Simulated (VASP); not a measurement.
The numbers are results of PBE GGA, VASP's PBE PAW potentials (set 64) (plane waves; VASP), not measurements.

VASP input:

INCAR:
```
IBRION=2
LCHARG=.FALSE.
ENCUT=520
NELM=100   ! most electronic steps
NSW=30   ! most ionic steps
SIGMA=0.1
ISIF=4
LASPH=.TRUE.   ! aspherical one-centre terms
LREAL=.FALSE.   ! projection in real space or not
LWAVE=.FALSE.
ALGO=Normal   ! blocked Davidson
ISMEAR=1
EDIFF=1E-7
PREC=Accurate
EDIFFG=-0.01   ! ionic stop
SYSTEM=MoSi2
LMAXMIX=4   ! l cut-off of mixed one-centre charges
GGA=PE
```

### POSCAR
```
MoSi2
1.0
 -1.5929897230   1.5929897230   3.8967886268
  1.5929897230  -1.5929897230   3.8967886268
  1.5929897230   1.5929897230  -3.8967886268
Si Mo
2 1
direct
  0.6649016427   0.6649016427   0.0000000000
  0.3350983573   0.3350983573   0.0000000000
  0.0000000000   0.0000000000   0.0000000000
```

File KPOINTS:
```
Automatic mesh
0
Gamma
13 13 13
0 0 0
```

POTCAR, in this order: Si Mo_sv (PBE.64 set). Program: vasp_std.

Output of the run:

OSZICAR:
```
       N       E                     dE             d eps       ncg     rms          rms(c)
DAV:   1     0.124450748423E+03    0.12445E+03   -0.11515E+04  5880   0.140E+03
DAV:   2    -0.211103925549E+02   -0.14556E+03   -0.14354E+03  7252   0.341E+02
DAV:   3    -0.241115664448E+02   -0.30012E+01   -0.29791E+01  7854   0.444E+01
DAV:   4    -0.241254070618E+02   -0.13841E-01   -0.13839E-01  6678   0.358E+00
DAV:   5    -0.241255301026E+02   -0.12304E-03   -0.12304E-03  7917   0.313E-01    0.224E+01
DAV:   6    -0.233845202638E+02    0.74101E+00   -0.70585E+00  6895   0.185E+01    0.504E+00
DAV:   7    -0.232705491680E+02    0.11397E+00   -0.10217E+00  6624   0.653E+00    0.469E+00
DAV:   8    -0.232369441472E+02    0.33605E-01   -0.11509E-01  6937   0.287E+00    0.453E-01
DAV:   9    -0.232363339639E+02    0.61018E-03   -0.21288E-03  7294   0.423E-01    0.244E-01
DAV:  10    -0.232362983059E+02    0.35658E-04   -0.65721E-04  7063   0.241E-01    0.561E-02
DAV:  11    -0.232362865596E+02    0.11746E-04   -0.23570E-04  6944   0.123E-01    0.384E-02
DAV:  12    -0.232362820400E+02    0.45195E-05   -0.28384E-05  6797   0.396E-02    0.747E-03
DAV:  13    -0.232362816256E+02    0.41444E-06   -0.68771E-07  7273   0.673E-03    0.142E-03
DAV:  14    -0.232362815415E+02    0.84056E-07   -0.17333E-08  3948   0.103E-03
   1 F= -.23236282E+02 E0= -.23236240E+02  d E =-.232363E+02
       N       E                     dE             d eps       ncg     rms          rms(c)
DAV:   1    -0.232386111116E+02   -0.23295E-02   -0.81242E-02  6251   0.277E+00    0.251E-01
DAV:   2    -0.232371059214E+02    0.15052E-02   -0.28465E-03  7413   0.440E-01    0.127E-01
DAV:   3    -0.232366955080E+02    0.41041E-03   -0.11423E-03  7525   0.275E-01    0.482E-02
DAV:   4    -0.232366839182E+02    0.11590E-04   -0.71706E-05  6706   0.660E-02    0.176E-02
DAV:   5    -0.232366827002E+02    0.12180E-05   -0.41932E-06  7175   0.133E-02    0.807E-03
DAV:   6    -0.232366826426E+02    0.57573E-07   -0.68803E-07  7399   0.562E-03
   2 F= -.23236683E+02 E0= -.23236630E+02  d E =-.401101E-03
       N       E                     dE             d eps       ncg     rms          rms(c)
DAV:   1    -0.232368899557E+02   -0.20726E-03   -0.60575E-03  6265   0.756E-01    0.686E-02
DAV:   2    -0.232367786585E+02    0.11130E-03   -0.20828E-04  7392   0.119E-01    0.344E-02
DAV:   3    -0.232367487189E+02    0.29940E-04   -0.85034E-05  7518   0.745E-02    0.131E-02
DAV:   4    -0.232367478569E+02    0.86204E-06   -0.51904E-06  6664   0.176E-02    0.479E-03
DAV:   5    -0.232367477470E+02    0.10983E-06   -0.29415E-07  6839   0.354E-03    0.219E-03
DAV:   6    -0.232367477295E+02    0.17570E-07   -0.46145E-08  3227   0.148E-03
   3 F= -.23236748E+02 E0= -.23236700E+02  d E =-.466188E-03
       N       E                     dE             d eps       ncg     rms          rms(c)
DAV:   1    -0.232368290663E+02   -0.81319E-04   -0.30860E-03  6825   0.483E-01    0.412E-02
DAV:   2    -0.232367872370E+02    0.41829E-04   -0.12167E-04  7042   0.852E-02    0.219E-02
DAV:   3    -0.232367774831E+02    0.97539E-05   -0.26926E-05  7343   0.408E-02    0.772E-03
DAV:   4    -0.232367765753E+02    0.90782E-06   -0.35688E-06  7210   0.145E-02    0.315E-03
DAV:   5    -0.232367765061E+02    0.69183E-07   -0.21744E-07  5762   0.315E-03
   4 F= -.23236777E+02 E0= -.23236726E+02  d E =-.287766E-04
```

**OUTCAR**
```
------------------------ aborting loop because EDIFF is reached ----------------------------------------
  FORCE on cell =-STRESS in cart. coord.  units (eV):
  Direction    XX          YY          ZZ          XY          YZ          ZX
  --------------------------------------------------------------------------------------
  Total        1.6252244      1.6252244      1.6307663      0.0000000     -0.0000000      0.0000000
  in kB       65.8311037     65.8311037     66.0555831      0.0000000     -0.0000000      0.0000000
  external PRESSURE =      65.9059302 kB  Pullay stress =       0.0000000 kB
  volume of cell :       39.55
      direct lattice vectors                 reciprocal lattice vectors
    -1.591723285  1.591723285  3.902991973     0.000000000  0.314124952  0.128106848
     1.591723285 -1.591723285  3.902991973     0.314124952  0.000000000  0.128106848
     1.591723285  1.591723285 -3.902991973     0.314124952  0.314124952  0.000000000
 POSITION                                       TOTAL-FORCE (eV/Angst)
 -----------------------------------------------------------------------------------
      0.00000      0.00000      5.19402         0.000000      0.000000     -0.001703
      0.00000      0.00000      2.61197        -0.000000     -0.000000      0.001703
      1.59172      1.59172     -3.90299        -0.000000     -0.000000     -0.000000
 -----------------------------------------------------------------------------------
    total drift:                                0.000000      0.000000     -0.000000
  FREE ENERGIE OF THE ION-ELECTRON SYSTEM (eV)
  ---------------------------------------------------
  free  energy   TOTEN  =       -23.2367765061 eV

  energy  without entropy=      -23.2366246786  energy(sigma->0) =      -23.23672590

 reached required accuracy - stopping structural energy minimisation
```
(Selected blocks of OUTCAR.)

### CONTCAR
```
MoSi2
   1.00000000000000
    -1.5917232847490981    1.5917232847490981    3.9029919731702156
     1.5917232847490981   -1.5917232847490981    3.9029919731702156
     1.5917232847490981    1.5917232847490981   -3.9029919731702156
  Si              Mo
     2     1
Direct
     0.6653893254680303    0.6653893254680303    0.0000000000000000
     0.3346106745319696    0.3346106745319696    0.0000000000000000
     0.0000000000000000    0.0000000000000000    1.0000000000000000
```

The compound is MoSi2 in the MoSi2 type structure. This cell is one point of a volume scan, at 0.97 of the reference volume. Symmetry was kept, so distortions that lower it aren't found.
